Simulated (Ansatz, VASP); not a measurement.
# ZnO (zincite) in two plane-wave programs, part 2 of 3

One calculation is typed for both programs; each brings its own data sets. How far apart do they land? The cell is taken from a series of runs on this material, whose earlier steps may have relaxed, scaled, displaced or heated it; both programs get it as it stands.

VASP 6.6.1 and Ansatz 0.2.0.

So far: Set-up; VASP: zone-centre phonons, LDA.

## (2) VASP: zone-centre phonons, LDA (continued)

Level of this step: LDA; plane waves and PAW (Zn, O) (VASP).

From OUTCAR (step 2):

```text
ion  position               nearest neighbor table
   1  0.333  0.667  0.499-   3 1.98   3 1.98   3 1.98   4 1.98
   2  0.667  0.333  0.999-   4 1.98   4 1.98   4 1.98   3 1.98
   3  0.667  0.333  0.380-   1 1.98   1 1.98   1 1.98   2 1.98
   4  0.333  0.667  0.880-   2 1.98   2 1.98   2 1.98   1 1.98

  LATTYP: Found a hexagonal cell.
 ALAT       =     3.2493080000
 C/A-ratio  =     1.6020977390

 Subroutine GETGRP returns: Found 12 space group operations
 (whereof  6 operations were pure point group operations)

The static configuration has the point symmetry C_3v.
 The point group associated with its full space group is C_6v.

 Found     21 irreducible k-points:

   k-points           NKPTS =     21   k-points in BZ     NKDIM =     21   number of bands    NBANDS=     24

   dimension x,y,z NGX =    28 NGY =   28 NGZ =   42
   dimension x,y,z NGXF=    56 NGYF=   56 NGZF=   84

   ENCUT  =  600.0 eV  44.10 Ry    6.64 a.u.   6.49  6.49 10.40*2*pi/ulx,y,z

   NELECT =      36.0000    total number of electrons

 k-points in reciprocal lattice and weights: Automatic mesh
   0.00000000  0.00000000  0.00000000       0.007
   0.16666667  0.00000000  0.00000000       0.042
   0.33333333 -0.00000000  0.00000000       0.042
   0.50000000  0.00000000  0.00000000       0.021
   0.16666667  0.16666667  0.00000000       0.042
   0.33333333  0.16666667  0.00000000       0.083
   0.33333333  0.33333333  0.00000000       0.014
   0.00000000  0.00000000  0.25000000       0.014
   0.16666667  0.00000000  0.25000000       0.083
[...]
0.33333333  0.16666667  0.50000000       0.083
   0.33333333  0.33333333  0.50000000       0.014

 average (electrostatic) potential at core
       1 -37.0653       2 -37.0653       3 -74.3305       4 -74.3305

  Total       -1.9776199     -1.9776199     -1.6225614      0.0000000      0.0000000      0.0000000
  in kB      -66.5673273    -66.5673273    -54.6159439      0.0000000      0.0000000      0.0000000
  external PRESSURE =     -62.5835328 kB  Pullay stress =       0.0000000 kB

  energy-cutoff  :      600.00
  volume of cell :       47.60
      direct lattice vectors                 reciprocal lattice vectors
     3.249308000  0.000000000  0.000000000     0.307757836  0.177684070  0.000000000
    -1.624654000  2.813983273  0.000000000     0.000000000  0.355368139  0.000000000
     0.000000000  0.000000000  5.205709000     0.000000000  0.000000000  0.192096792

 POSITION                                       TOTAL-FORCE (eV/Angst)
 -----------------------------------------------------------------------------------
     -0.00000      1.87599      2.59932         0.000000     -0.000000     -0.010314
      1.62465      0.93799      5.20217        -0.000000      0.000000     -0.010314
      1.62465      0.93799      1.97655         0.000000      0.000000      0.010314
     -0.00000      1.87599      4.57941        -0.000000     -0.000000      0.010314
 -----------------------------------------------------------------------------------
    total drift:                                0.000000      0.000000     -0.000027

 MACROSCOPIC STATIC DIELECTRIC TENSOR (including local field effects in DFT)
 ------------------------------------------------------
           8.868564     0.000000    -0.000000
          -0.000000     8.868564    -0.000000
           0.000000     0.000000     7.911242
 ------------------------------------------------------

 PIEZOELECTRIC TENSOR (including local field effects)  for field in x, y, z        (C/m^2)
          XX          YY          ZZ          XY          YZ          ZX
  --------------------------------------------------------------------------------
  x     0.00000     0.00000     0.00000     0.00000     0.00000     0.42481
  y    -0.00000     0.00000     0.00000     0.00000     0.42481     0.00000
  z     0.39212     0.39212    -0.80361     0.00000     0.00000     0.00000

 BORN EFFECTIVE CHARGES (including local field effects) (in |e|, cummulative output)
 ---------------------------------------------------------------------------------
 ion    1
    1     2.22704     0.00000     0.00000
    2     0.00000     2.22704     0.00000
    3     0.00000    -0.00000     2.23093
 ion    2
    1     2.22704     0.00000     0.00000
    2    -0.00000     2.22704     0.00000
    3     0.00000     0.00000     2.23093
 ion    3
    1    -2.22704     0.00000     0.00000
    2    -0.00000    -2.22704     0.00000
    3     0.00000     0.00000    -2.23093
 ion    4
    1    -2.22704     0.00000     0.00000
    2    -0.00000    -2.22704     0.00000
    3     0.00000     0.00000    -2.23093

 Eigenvectors and eigenvalues of the dynamical matrix
 ----------------------------------------------------

   1 f  =   15.705630 THz    98.681382 2PiTHz  523.883416 cm-1    64.953236 meV
             X         Y         Z           dx          dy          dz
     -0.000000  1.875989  2.599316    -0.000000    0.000000   -0.077905
      1.624654  0.937994  5.202171     0.000000   -0.000000    0.077905
      1.624654  0.937994  1.976554     0.000000   -0.000000   -0.702802
     -0.000000  1.875989  4.579408    -0.000000    0.000000    0.702802

   2 f  =   12.290755 THz    77.225091 2PiTHz  409.975456 cm-1    50.830455 meV
             X         Y         Z           dx          dy          dz
     -0.000000  1.875989  2.599316     0.260825   -0.000004   -0.000000
      1.624654  0.937994  5.202171    -0.260825    0.000004   -0.000000
      1.624654  0.937994  1.976554    -0.657245    0.000010    0.000000
     -0.000000  1.875989  4.579408     0.657245   -0.000010    0.000000

   3 f  =   12.290755 THz    77.225091 2PiTHz  409.975456 cm-1    50.830455 meV
             X         Y         Z           dx          dy          dz
     -0.000000  1.875989  2.599316    -0.000004   -0.260825    0.000000
      1.624654  0.937994  5.202171     0.000004    0.260825   -0.000000
      1.624654  0.937994  1.976554     0.000010    0.657245    0.000000
     -0.000000  1.875989  4.579408    -0.000010   -0.657245    0.000000

   4 f  =   11.337720 THz    71.236993 2PiTHz  378.185617 cm-1    46.889019 meV
             X         Y         Z           dx          dy          dz
     -0.000000  1.875989  2.599316    -0.313726    0.000011   -0.000000
      1.624654  0.937994  5.202171    -0.313726    0.000011   -0.000000
      1.624654  0.937994  1.976554     0.633700   -0.000022    0.000000
     -0.000000  1.875989  4.579408     0.633700   -0.000022    0.000000

   5 f  =   11.337720 THz    71.236993 2PiTHz  378.185617 cm-1    46.889019 meV
             X         Y         Z           dx          dy          dz
     -0.000000  1.875989  2.599316     0.000011    0.313726   -0.000000
      1.624654  0.937994  5.202171     0.000011    0.313726   -0.000000
      1.624654  0.937994  1.976554    -0.000022   -0.633700    0.000000
     -0.000000  1.875989  4.579408    -0.000022   -0.633700    0.000000

   6 f  =   10.849667 THz    68.170468 2PiTHz  361.905936 cm-1    44.870597 meV
             X         Y         Z           dx          dy          dz
     -0.000000  1.875989  2.599316    -0.000000    0.000000    0.314514
      1.624654  0.937994  5.202171    -0.000000    0.000000    0.314514
      1.624654  0.937994  1.976554     0.000000   -0.000000   -0.633309
     -0.000000  1.875989  4.579408     0.000000   -0.000000   -0.633309

   7 f  =    7.515718 THz    47.222648 2PiTHz  250.697360 cm-1    31.082497 meV
             X         Y         Z           dx          dy          dz
     -0.000000  1.875989  2.599316    -0.000000   -0.000000   -0.702802
      1.624654  0.937994  5.202171    -0.000000    0.000000    0.702802
      1.624654  0.937994  1.976554     0.000000    0.000000    0.077905
     -0.000000  1.875989  4.579408     0.000000   -0.000000   -0.077905

   8 f  =    2.878689 THz    18.087337 2PiTHz   96.022733 cm-1    11.905296 meV
             X         Y         Z           dx          dy          dz
     -0.000000  1.875989  2.599316    -0.657245   -0.000091   -0.000000
      1.624654  0.937994  5.202171     0.657245    0.000091   -0.000000
      1.624654  0.937994  1.976554    -0.260825   -0.000036   -0.000000
     -0.000000  1.875989  4.579408     0.260825    0.000036   -0.000000

   9 f  =    2.878689 THz    18.087337 2PiTHz   96.022733 cm-1    11.905296 meV
             X         Y         Z           dx          dy          dz
     -0.000000  1.875989  2.599316    -0.000091    0.657245    0.000000
      1.624654  0.937994  5.202171     0.000091   -0.657245    0.000000
      1.624654  0.937994  1.976554    -0.000036    0.260825    0.000000
     -0.000000  1.875989  4.579408     0.000036   -0.260825    0.000000

  10 f/i=    0.003752 THz     0.023575 2PiTHz    0.125157 cm-1     0.015518 meV
             X         Y         Z           dx          dy          dz
     -0.000000  1.875989  2.599316    -0.431946   -0.463679    0.000000
      1.624654  0.937994  5.202171    -0.431946   -0.463679    0.000000
      1.624654  0.937994  1.976554    -0.213843   -0.229553    0.000000
     -0.000000  1.875989  4.579408    -0.213843   -0.229553    0.000000

  11 f/i=    0.003752 THz     0.023575 2PiTHz    0.125157 cm-1     0.015518 meV
             X         Y         Z           dx          dy          dz
     -0.000000  1.875989  2.599316    -0.463679    0.431946   -0.000000
      1.624654  0.937994  5.202171    -0.463679    0.431946   -0.000000
      1.624654  0.937994  1.976554    -0.229553    0.213843   -0.000000
     -0.000000  1.875989  4.579408    -0.229553    0.213843   -0.000000

  12 f/i=    0.017095 THz     0.107411 2PiTHz    0.570228 cm-1     0.070699 meV
             X         Y         Z           dx          dy          dz
     -0.000000  1.875989  2.599316     0.000000    0.000000    0.633309
      1.624654  0.937994  5.202171     0.000000    0.000000    0.633309
      1.624654  0.937994  1.976554     0.000000    0.000000    0.314514
     -0.000000  1.875989  4.579408     0.000000    0.000000    0.314514

 MACROSCOPIC STATIC DIELECTRIC TENSOR IONIC CONTRIBUTION
 ------------------------------------------------------
           5.574811    -0.000000     0.000000
          -0.000000     5.574811     0.000000
           0.000000     0.000000     6.097289
 ------------------------------------------------------

 ELASTIC MODULI CONTR FROM IONIC RELAXATION (kBar)
 Direction    XX          YY          ZZ          XY          YZ          ZX
 --------------------------------------------------------------------------------
 XX        -557.4390    249.4691    328.9306     -0.0000      0.0000     -0.0000
 YY         249.4691   -557.4390    328.9306      0.0000      0.0000      0.0000
 ZZ         328.9306    328.9306   -702.6358      0.0000      0.0000      0.0000
 XY          -0.0000      0.0000      0.0000   -403.4540     -0.0000      0.0000
 YZ           0.0000     -0.0000      0.0000     -0.0000   -140.6944      0.0000
 ZX          -0.0000      0.0000      0.0000      0.0000      0.0000   -136.4264
 --------------------------------------------------------------------------------

 PIEZOELECTRIC TENSOR IONIC CONTR  for field in x, y, z        (C/m^2)
          XX          YY          ZZ          XY          YZ          ZX
  --------------------------------------------------------------------------------
  x    -0.00000     0.00000     0.00000     0.00000     0.00000    -0.82061
  y    -0.00000    -0.00000     0.00000    -0.00000    -0.83335     0.00000
  z    -0.91176    -0.91176     1.94763    -0.00000    -0.00000    -0.00000
```

Energies printed during the response cycles are not total energies of the cell. With a direct gap this small, the dielectric response converges slowly with the mesh, so tensor and charges are uncertain; a mesh that holds the point of the least gap tends to give too large a tensor.

(Continued in part 3 of 3.)

[Lines on the potential files, build, host, timing and source positions are cut from VASP's logs without a mark.]

[Logs are printed without paths, hosts, clocks, repeated set-up lines and the standing remarks that a program may print on its own settings, such as how far it seeks lower states.]

[Hosts, paths, dates, database ids (printed as entryN), source tags and the programs' standing remarks are cut or masked in the printed files.]
